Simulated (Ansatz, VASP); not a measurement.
## WSe2 in two plane-wave programs

One calculation is typed for both programs; each brings its own data sets. How far apart do they land? The structure shown is the end of the Ansatz relaxation below.

Main program and level: Ansatz 0.2.0; plane waves, with VASP 6.6.1 beside it; single point at PBE with D3(BJ).

## Step 1: Set-up

It takes space group P6_3/mmc (No. 194, hexagonal). Conventional cell: a = 3.246 Å, b = 3.246 Å, c = 12.835 Å, α = 90.00°, β = 90.00°, γ = 120.00°. Nearest to W lie 6 Se at 2.53 Å. Nearest to Se lie 3 W at 2.53 Å. Farther neighbours and most contacts between anions are not listed.

## Step 2: Ansatz: relaxation, PBE with D3(BJ)

Ansatz runs on its PAW soft_1 files.

This run makes the geometry at which the two programs are then compared.

Contents of input.yaml:

```yaml
crystal:
  lattice:
    - [3.24618723, 0.0, 0.0]
    - [-1.623093615, 2.8112806066, 0.0]
    - [0.0, 0.0, 12.861762312]
  atoms:
    - { symbol: W, position: [0.3333333, 0.6666667, 0.25] }
    - { symbol: W, position: [0.6666667, 0.3333333, 0.75] }
    - { symbol: Se, position: [0.3333333, 0.6666667, 0.6182684] }
    - { symbol: Se, position: [0.6666667, 0.3333333, 0.1182684] }
    - { symbol: Se, position: [0.3333333, 0.6666667, 0.8817316] }
    - { symbol: Se, position: [0.6666667, 0.3333333, 0.3817316] }
kpoints:
  mp_grid: { grid: [10, 10, 3] }
scf:
  occupations: { method: fermi_dirac, width: 0.02 }
hamiltonian:
  xc: pbe
  pseudopotentials: { kind: paw, azcp: { folder: soft_1 } }
  dispersion: d3bj
basis:
  ecutwfc: 600
output:
  forces: true
  stress: true
relax:
  f_tol: 0.005
  max_steps: 70
  cell: { stress_tol: 0.02, p_target: 0, fix: [a, b, alpha, beta, gamma] }
```

The run is started by

```
$ ansatz run input.yaml --threads 4 --pin off --max-ram 10240MiB --backend cpu --events-out ev --progress --plain --runs-dir out
```

Numbers of over 12 decimals in the logs are rounded to 6 here.

The log of the run:

```text
Engine: ansatz 0.2.0, aarch64-unknown-linux-gnu
Pseudopotentials: kind: paw
Pseudopotential: W, paw, valence charge 14, recommended cutoff 420 eV (normal), soft_1/W.paw.azcp
Pseudopotential: Se, paw, valence charge 16, recommended cutoff 420 eV (normal), soft_1/Se.paw.azcp
Functional definition: PBE
  parameter kappa = 0.804
  parameter beta = 0.066725
  exchange = pbe_x(kappa = kappa, mu = beta*pi^2/3)
  correlation = pbe_c(beta = beta)
Crystal: 6 atoms, lattice volume = 117.376 Å³
Basis set: ecut = 600 eV, 3963 PW (Γ), exchange–correlation on 54×54×216 points (8 copies of the dense FFT grid, shifted against one another)
Bands: 56, of which v1, the nominal top of the filled ones, is band 46 counted from 1 (45 counted from 0)
Symmetry: 24 space group operations
Space group: P63/mmc (ITA 194), of the structure as read, at distance tolerance 4.9e-5 Å
k-points: 28 of 300
Non-local potential: W, projectors of the file, l = 0: 3, l = 1: 2, l = 2: 2, l = 3: 1
Non-local potential: Se, projectors of the file, l = 0: 2, l = 1: 2, l = 2: 3, l = 3: 1
PAW form: soft (Blöchl's): semilocal exchange-correlation on the pseudo side does not see the compensation charge
PAW one-centre angular grid: W, 590 points (default); XC on 64 Gauss nodes
PAW one-centre angular grid: Se, 590 points (default); XC on 64 Gauss nodes
Initial density: superposition of atomic densities (chi_scale 0.1, normalization cell, long waves kept (reshape's long-wave potential 0.04 eV rms))
Initial wavefunctions: pseudopotential atomic-orbital guess
Functional: x = pbe(κ = 0.804, μ = 0.219515), c = pbe(β = 0.066725)
SCF iter   1: F=—  HF=-42655.370174 eV  |F-HF|=—  |Δ(HF+E_count)|=         —  Δρ=3.76e-2  dr2=6.36e0  ethr=3.10e-3  ⟨swp⟩=6.4  Hψ=5534  notcnv=0
preconditioner: auto → Resta (q_TF=auto, 2.620 Å⁻¹)  ε∞=6.1  [insulator: Δε(μ)=0.951 eV  Ē_g=9.065 eV  σ=0.020 eV  W_gap=1.00  n_scr=40 (ndim 8)  ℏωp=20.6 eV  f_vac=0.014  D(μ)=0.00/eV (n_scr^D=0)  ε∞_Penn≈6.1]
SCF iter   2: F=—  HF=-42654.468816 eV  |F-HF|=—  |Δ(HF+E_count)|=   9.01e-1  Δρ=2.32e-2  dr2=8.49e-1  ethr=3.10e-3  ⟨swp⟩=2.8  Hψ=2232  notcnv=0  defer=69
SCF iter   3: F=—  HF=-42654.278256 eV  |F-HF|=—  |Δ(HF+E_count)|=   1.91e-1  Δρ=9.34e-3  dr2=2.65e-1  ethr=9.23e-4  ⟨swp⟩=2.0  Hψ=2109  notcnv=0  defer=69
SCF iter   4: F=—  HF=-42654.230656 eV  |F-HF|=—  |Δ(HF+E_count)|=   4.76e-2  Δρ=2.45e-3  dr2=9.07e-3  ethr=2.88e-4  ⟨swp⟩=2.4  Hψ=2118  notcnv=0  defer=69
SCF iter   5: F=—  HF=-42654.231800 eV  |F-HF|=—  |Δ(HF+E_count)|=   1.14e-3  Δρ=1.05e-3  dr2=1.99e-3  ethr=9.86e-6  ⟨swp⟩=2.0  Hψ=3019  notcnv=0  defer=69
SCF iter   6: F=—  HF=-42654.232673 eV  |F-HF|=—  |Δ(HF+E_count)|=   8.72e-4  Δρ=3.98e-4  dr2=1.83e-4  ethr=2.16e-6  ⟨swp⟩=2.0  Hψ=2942  notcnv=0  defer=69
SCF iter   7: F=—  HF=-42654.232917 eV  |F-HF|=—  |Δ(HF+E_count)|=   2.44e-4  Δρ=8.99e-5  dr2=7.81e-6  ethr=1.99e-7  ⟨swp⟩=2.0  Hψ=2026  notcnv=0  defer=69
SCF iter   8: F=—  HF=-42654.232984 eV  |F-HF|=—  |Δ(HF+E_count)|=   6.75e-5  Δρ=3.09e-5  dr2=1.07e-6  ethr=8.49e-9  ⟨swp⟩=2.0  Hψ=2058  notcnv=0  defer=69
SCF iter   9: F=-42654.232987 eV  HF=-42654.232987 eV  |F-HF|=2.46e-8  |Δ(HF+E_count)|=   2.37e-6  Δρ=8.64e-6  dr2=5.86e-8  ethr=1.09e-10  ⟨swp⟩=3.0  Hψ=5281  notcnv=0
SCF 1 converged in 9 iterations: F = -42654.232987 eV  dr2 = 5.86e-8
  greatest PAW one-centre occupation: 1.000 electrons in one spin orbital (limit 2), on the Se atom at site 5 (counted from 0), in its partial waves of l = 2
relax step   1: F+E_penalty+E_count = -42654.23298656 eV  Δ(F+E_penalty+E_count) = +0.000e0 eV  max|allowed force component| = 5.098e-2 eV/Å  Δτ_max = 0.0000 Å  P = +1.797 GPa  Ω = 117.376 Å³  fix = [a, b, alpha, beta, gamma]  reactions: a +2.558, b +2.558 GPa  (9 SCF iters, dr2 threshold 1.00e-7 eV, accepted)
[...]
relax step   2: F+E_penalty+E_count = -42654.23234527 eV  Δ(F+E_penalty+E_count) = +6.413e-4 eV  max|allowed force component| = 8.246e-2 eV/Å  Δτ_max = 0.0157 Å  P = +1.337 GPa  Ω = 116.720 Å³  energy of the carried Pulay correction = +1.501e-5 eV  fix = [a, b, alpha, beta, gamma]  (7 SCF iters, dr2 threshold 1.88e-7 eV, rejected (line search))
[...]
relax step   3: F+E_penalty+E_count = -42654.23338889 eV  Δ(F+E_penalty+E_count) = -4.023e-4 eV  max|allowed force component| = 2.897e-4 eV/Å  Δτ_max = 0.0059 Å  P = +1.615 GPa  Ω = 117.131 Å³  energy of the carried Pulay correction = +5.578e-6 eV  fix = [a, b, alpha, beta, gamma]  reactions: a +2.426, b +2.426 GPa  (9 SCF iters, accepted)
[...]
relax step   4: F+E_penalty+E_count = -42654.23338334 eV  Δ(F+E_penalty+E_count) = +5.548e-6 eV  max|allowed force component| = 2.886e-4 eV/Å  Δτ_max = 0.0000 Å  P = +1.615 GPa  Ω = 117.131 Å³  fix = [a, b, alpha, beta, gamma]  reactions: a +2.425, b +2.425 GPa  stress off target by 5.90e-3 GPa on what of the cell is left free  SCF on the basis re-selected at this cell (its energy is not comparable with the rows above)  (4 SCF iters)
basis re-selected at this cell: Δ(F+E_penalty+E_count) = +5.548e-6 eV, ΔP = -0.000 GPa vs the last step (what re-selecting the basis moved, of the pressure what is left beyond the Pulay correction that the steps carried, after the strain that the cell walked since its last selection, with what the two solves' SCF thresholds leave and, on support functions, any second-order correction that the steps lacked; it is no m [...]
SCF converged after 4 iterations
Free energy (F): -42654.233383 eV
Harris-Foulkes:  -42654.233383 eV  (|F-HF|=1.46e-11)
Internal energy: -42654.233383 eV  (E = F + TS)
E sigma→0 (E₀):  -42654.233383 eV
Fermi energy:    13.621895 eV
--- Per-component energies (eV) ---
  E_band       = -1659.483516
  E_kinetic    = 1292.411927
  E_local      = -11760.757326  (includes V_loc(G=0)·N_el)
  E_nonlocal   = -1467.424700
  E_hartree    = 6090.435643
  E_xc         = -879.054745
  E_vxc        = -828.820338  (∫ρ·V_xc dr)
  E_paw        = -25675.233679  (= ΣΔE_a)
  E_vpaw       = -1075.764356  (= ΣTr[D̂ρ^β])
  E_aug_tail   = 0.000062  (compensation charges beyond the density's cutoff)
  E_ewald      = -10251.708576
  E_disp       = -2.901990  (pairwise vdW)
  E_smearing   = -0.000000  (= −TS)
  E_closure    = -0.000000  (closes the sum)
  Σ components = -42654.233383   (vs F -42654.233383, Δ=0.00e0)
--- Forces (eV/Å), atoms counted from 1 ---
  atom   1  W      0.00000000     0.00000000     0.00000000
  atom   2  W     -0.00000000    -0.00000000    -0.00000000
  atom   3  Se     0.00000000     0.00000000     0.00028864
  atom   4  Se    -0.00000000    -0.00000000     0.00028864
  atom   5  Se     0.00000000     0.00000000    -0.00028864
  atom   6  Se    -0.00000000    -0.00000000    -0.00028864
  max |Σ_I F_I| component: 1.16e-18 eV/Å
--- Stress (GPa, compression-positive) ---
        2.425437      -0.000000       0.000000
       -0.000000       2.425437      -0.000000
        0.000000      -0.000000      -0.005903
  P = ⅓ Tr σ = 1.6150 GPa (16.150 kbar)
--- Relaxed structure (3 steps of the walk, 2 accepted, 1 SCFs on fresh bases) ---
  F+E_penalty+E_count = -42654.23338334 eV   max|allowed force component| = 2.886e-4 eV/Å   (the final SCF, on the basis selected at the relaxed cell)
  cell:  # Å, volume = 117.1314 Å³
    - [3.246187, 0, 0]
    - [-1.623094, 2.811281, 0]
    - [0, 0, 12.834996]
  atoms:
    - { symbol: W, position: [0.333333, 0.666667, 0.250000] }
    - { symbol: W, position: [0.666667, 0.333333, 0.750000] }
    - { symbol: Se, position: [0.333333, 0.666667, 0.617807] }
    - { symbol: Se, position: [0.666667, 0.333333, 0.117807] }
    - { symbol: Se, position: [0.333333, 0.666667, 0.882193] }
    - { symbol: Se, position: [0.666667, 0.333333, 0.382193] }
```

## Step 3: VASP: single point, PBE with D3(BJ), pair 1

The same cell, functional, mesh and smearing now go to VASP, with its own data sets.

Lines of VASP's logs that name or quote its potential files are left out, and so is its time.

Contents of INCAR:

```
SYSTEM = WSe2
PREC = Accurate
ENCUT = 600
EDIFF = 1E-06
NELM = 120
ISMEAR = -1
SIGMA = 0.02
LREAL = .FALSE.
ALGO = Normal
GGA = PE
IVDW = 12
NBANDS = 24
LASPH = .TRUE.
LORBIT = 11
LWAVE = .FALSE.
LCHARG = .FALSE.
ISIF = 2
GGA_COMPAT = .FALSE.
EFERMI = MIDGAP
KPAR = 2
```

Contents of POSCAR:

```
WSe2
1.0
    3.2461872300      0.0000000000      0.0000000000
   -1.6230936150      2.8112806066      0.0000000000
    0.0000000000      0.0000000000     12.8349960109
W Se
2 4
Direct
    0.3333333333      0.6666666667      0.2500000000
    0.6666666667      0.3333333333      0.7500000000
    0.3333333333      0.6666666667      0.6178071779
    0.6666666667      0.3333333333      0.1178071779
    0.3333333333      0.6666666667      0.8821928221
    0.6666666667      0.3333333333      0.3821928221
```

Contents of KPOINTS:

```
Automatic mesh
0
Gamma
10 10 3
0 0 0
```

Potentials, in the order of the species: W and Se (PBE family, release 64).

The run is started by

```
$ mpirun -np 2 vasp_std
```

The log of the run:

```text
[banner, memory and clock lines left out]
running    2 mpi-ranks, on    1 nodes
 distrk:  each k-point on    1 cores,    2 groups
 distr:  one band on    1 cores,    1 groups

 POSCAR found type information on POSCAR W Se
 POSCAR found :  2 types and       6 ions
 LDA part: xc-table for (Slater+PW92), standard interpolation
 POSCAR, INCAR and KPOINTS ok, starting setup
 FFT: planning ... GRIDC
 FFT: planning ... GRID_SOFT
 FFT: planning ... GRID
 WAVECAR not read
 entering main loop
       N       E                     dE             d eps       ncg     rms          rms(c)
DAV:   1     0.206312096768E+03    0.20631E+03   -0.17084E+04  1344   0.148E+03
DAV:   2    -0.267158550521E+02   -0.23303E+03   -0.22392E+03  1784   0.289E+02
DAV:   3    -0.447134866260E+02   -0.17998E+02   -0.17844E+02  1776   0.752E+01
DAV:   4    -0.450768366187E+02   -0.36335E+00   -0.36221E+00  1824   0.115E+01
DAV:   5    -0.450844310002E+02   -0.75944E-02   -0.75889E-02  1840   0.149E+00    0.317E+01
DAV:   6    -0.435762699664E+02    0.15082E+01   -0.73866E+00  2016   0.132E+01    0.126E+01
DAV:   7    -0.433330001621E+02    0.24327E+00   -0.43226E+00  1808   0.106E+01    0.775E+00
DAV:   8    -0.431366616551E+02    0.19634E+00   -0.66049E-01  1880   0.494E+00    0.632E-01
DAV:   9    -0.431363168373E+02    0.34482E-03   -0.63920E-02  1784   0.136E+00    0.404E-01
DAV:  10    -0.431355311064E+02    0.78573E-03   -0.66255E-03  1808   0.465E-01    0.204E-01
DAV:  11    -0.431355347973E+02   -0.36909E-05   -0.87026E-04  1680   0.155E-01    0.132E-01
DAV:  12    -0.431355562514E+02   -0.21454E-04   -0.29085E-04  1880   0.986E-02    0.364E-02
DAV:  13    -0.431355603993E+02   -0.41479E-05   -0.17317E-05  1736   0.253E-02    0.738E-03
DAV:  14    -0.431355607082E+02   -0.30885E-06   -0.21137E-06  1392   0.802E-03
   1 F= -.46036767E+02 E0= -.46036767E+02  d E =-.167685E-11
```

From OUTCAR (step 3):

```text
ion  position               nearest neighbor table
   1  0.333  0.667  0.250-   4 2.53   6 2.53   4 2.53   6 2.53   4 2.53   6 2.53
   2  0.667  0.333  0.750-   3 2.53   5 2.53   3 2.53   5 2.53   3 2.53   5 2.53
   3  0.333  0.667  0.618-   2 2.53   2 2.53   2 2.53
   4  0.667  0.333  0.118-   1 2.53   1 2.53   1 2.53
   5  0.333  0.667  0.882-   2 2.53   2 2.53   2 2.53
   6  0.667  0.333  0.382-   1 2.53   1 2.53   1 2.53

  LATTYP: Found a hexagonal cell.
 ALAT       =     3.2461872300
 C/A-ratio  =     3.9538680617

 Subroutine GETGRP returns: Found 24 space group operations
 (whereof 12 operations were pure point group operations)

The static configuration has the point symmetry D_3d.
 The point group associated with its full space group is D_6h.

 Found     28 irreducible k-points:

   k-points           NKPTS =     28   k-points in BZ     NKDIM =     28   number of bands    NBANDS=     24

   dimension x,y,z NGX =    28 NGY =   28 NGZ =  108
   dimension x,y,z NGXF=    56 NGYF=   56 NGZF=  216

   ENCUT  =  600.0 eV  44.10 Ry    6.64 a.u.   6.48  6.48 25.63*2*pi/ulx,y,z

   NELECT =      36.0000    total number of electrons

 k-points in reciprocal lattice and weights: Automatic mesh
   0.00000000  0.00000000  0.00000000       0.003
   0.10000000  0.00000000  0.00000000       0.020
   0.20000000  0.00000000  0.00000000       0.020
   0.30000000  0.00000000  0.00000000       0.020
   0.40000000  0.00000000  0.00000000       0.020
   0.50000000  0.00000000  0.00000000       0.010
   0.10000000  0.10000000  0.00000000       0.020
   0.20000000  0.10000000  0.00000000       0.040
   0.30000000  0.10000000  0.00000000       0.040
[...]
0.40000000  0.20000000  0.33333333       0.040
   0.30000000  0.30000000  0.33333333       0.040

 average (electrostatic) potential at core
       1 -40.2805       2 -40.2805       3 -52.8944       4 -52.8944       5 -52.8944
       6 -52.8944

 E-fermi :   6.0915

 k-point     1 :       0.0000    0.0000    0.0000
  band No.  band energies     occupation
    ...
     14       4.3508      2.00000
     15       4.3508      2.00000
     16       4.3611      2.00000
     17       4.6564      2.00000
     18       5.6248      2.00000
     19       8.4406      0.00000
     20       8.4406      0.00000
     21       8.4698      0.00000
     22       8.4702      0.00000
     23       8.5113      0.00000
    ...

 k-point     2 :       0.1000    0.0000    0.0000
  band No.  band energies     occupation
    ...
     14       4.0945      2.00000
     15       4.2050      2.00000
     16       4.4151      2.00000
     17       4.8743      2.00000
     18       5.3810      2.00000
     19       7.9870      0.00000
     20       8.1702      0.00000
     21       8.2095      0.00000
     22       8.2475      0.00000
     23       8.2523      0.00000
    ...

 k-point     3 :       0.2000    0.0000    0.0000
  band No.  band energies     occupation
    ...
     14       3.6812      2.00000
     15       3.7555      2.00000
     16       4.4131      2.00000
     17       4.4511      2.00000
     18       4.7069      2.00000
     19       7.0953      0.00000
     20       7.8459      0.00000
     21       7.9397      0.00000
     22       7.9463      0.00000
     23       8.1758      0.00000
    ...

 Edisp (eV)   -2.90121

  Total       1.48684     1.48684    -0.27192     0.00000     0.00000     0.00000
  in kB      20.33767    20.33767    -3.71938     0.00000     0.00000     0.00000
  external pressure =       12.32 kB  Pullay stress =        0.00 kB

  energy-cutoff  :      600.00
  volume of cell :      117.13
      direct lattice vectors                 reciprocal lattice vectors
     3.246187230  0.000000000  0.000000000     0.308053704  0.177854889  0.000000000
    -1.623093615  2.811280607  0.000000000     0.000000000  0.355709778  0.000000000
     0.000000000  0.000000000 12.834996011     0.000000000  0.000000000  0.077911984

 POSITION                                       TOTAL-FORCE (eV/Angst)
 -----------------------------------------------------------------------------------
     -0.00000      1.87419      3.20875         0.000000     -0.000000      0.000000
      1.62309      0.93709      9.62625        -0.000000     -0.000000      0.000000
     -0.00000      1.87419      7.92955        -0.000000      0.000000      0.037289
      1.62309      0.93709      1.51205         0.000000     -0.000000      0.037289
     -0.00000      1.87419     11.32294        -0.000000     -0.000000     -0.037289
      1.62309      0.93709      4.90544         0.000000      0.000000     -0.037289
 -----------------------------------------------------------------------------------
    total drift:                               -0.000000      0.000000     -0.000000

  FREE ENERGIE OF THE ION-ELECTRON SYSTEM (eV)
  ---------------------------------------------------
  free  energy   TOTEN  =       -46.0367670704 eV

  energy  without entropy=      -46.0367670704  energy(sigma->0) =      -46.03676707

 total charge
# of ion       s       p       d       tot
------------------------------------------
    1        0.542   0.635   4.206   5.383
    2        0.542   0.635   4.206   5.383
    3        1.478   2.354   0.073   3.905
    4        1.478   2.354   0.073   3.905
    5        1.478   2.354   0.073   3.905
    6        1.478   2.354   0.073   3.905
--------------------------------------------------
tot          6.998  10.684   8.703  26.385

[... 3 further parts left out ...]
```

This run has no spin polarisation, so a moment on W, if there is one, isn't seen. The data set W keeps the semicore shell frozen, which is cheaper and a little less accurate.

## Step 4: Side by side

Known differences besides the potentials themselves: the data sets hold 92 valence electrons in Ansatz (on its PAW soft_1 files) and 36 in VASP; Ansatz's pressure holds a Pulay correction, VASP's none. Total energies have different zeros and are not compared.

Compared:

```
              quantity  Ansatz   VASP  difference
        pressure (GPa)    1.61   1.23       +0.38
gap on the k mesh (eV)   0.932  0.933      -0.001
```

At this near-relaxed geometry the largest component of a force difference is 37 meV/Å. A gap on the mesh is an upper bound, since the band edges may lie between its points; neither run holds spin-orbit coupling, which can move the band edges of a compound of W.

## Step 5: Other set-ups

Further runs change the set-up of one program: Ansatz's method, potentials or start, or VASP's data sets, cutoff or form of LDA. The table gives Ansatz less VASP for each quantity, since a change that brings one quantity closer may part another.

```
                                                          run  r.m.s. force difference (meV/Å)  pressure (GPa)  gap on the k mesh (eV)
                                                     as above                               17            0.38                 -9.5e-4
VASP with the data sets W and Se_sv_GW and a cutoff of 620 eV                               30             1.9                 -0.0074
```

## Step 6: Ansatz: relaxation, PBE with D3(BJ)

This run makes the geometry at which the two programs are then compared. The cell compared in this pair holds 120.98 Å³, against 117.13 Å³ for the pair before.

The structure compared here is the end of the Ansatz relaxation.

Edit input.yaml of step 2 so:

```diff
@@ -2,5 +2,5 @@
   lattice:
-    - [3.24618723, 0.0, 0.0]
-    - [-1.623093615, 2.8112806066, 0.0]
-    - [0.0, 0.0, 12.861762312]
+    - [3.31176677, 0.0, 0.0]
+    - [-1.655883385, 2.8680741542, 0.0]
+    - [0.0, 0.0, 12.708341688]
   atoms:
@@ -25,2 +25,6 @@
   stress: true
+  write_density: true
+  write_potential: true
+  elf: true
+  volumetric_format: npy
 relax:
```

The run is started by

```
$ ansatz run input.yaml --threads 4 --pin off --max-ram 10240MiB --backend cpu --events-out ev --progress --plain --runs-dir out
```

The log of the run:

```text
[...]
Crystal: 6 atoms, lattice volume = 120.709 Å³
Basis set: ecut = 600 eV, 4059 PW (Γ), exchange–correlation on 54×54×216 points (8 copies of the dense FFT grid, shifted against one another)
Bands: 56, of which v1, the nominal top of the filled ones, is band 46 counted from 1 (45 counted from 0)
Symmetry: 24 space group operations
[...]
k-points: 28 of 300
[...]
cell:  # Å, volume = 120.9792 Å³
    - [3.311767, 0, 0]
    - [-1.655883, 2.868074, 0]
    - [0, 0, 12.736810]
  atoms:
    - { symbol: W, position: [0.333333, 0.666667, 0.250000] }
    - { symbol: W, position: [0.666667, 0.333333, 0.750000] }
    - { symbol: Se, position: [0.333333, 0.666667, 0.618733] }
    - { symbol: Se, position: [0.666667, 0.333333, 0.118733] }
    - { symbol: Se, position: [0.333333, 0.666667, 0.881267] }
    - { symbol: Se, position: [0.666667, 0.333333, 0.381267] }
[key lines of the parts left out:]
SCF converged after 4 iterations
Free energy (F): -42654.234081 eV
Fermi energy:    13.189347 eV
P = ⅓ Tr σ = -1.4995 GPa (-14.995 kbar)
```

[end of part 1 of 2]

[Lines on the potential files, build, host, timing and source positions are cut from VASP's logs without a mark.]

[Logs are printed without paths, hosts, clocks, repeated set-up lines and the standing remarks that a program may print on its own settings, such as how far it seeks lower states.]

[Hosts, paths, dates, database ids (printed as entryN), source tags and the programs' standing remarks are cut or masked in the printed files.]
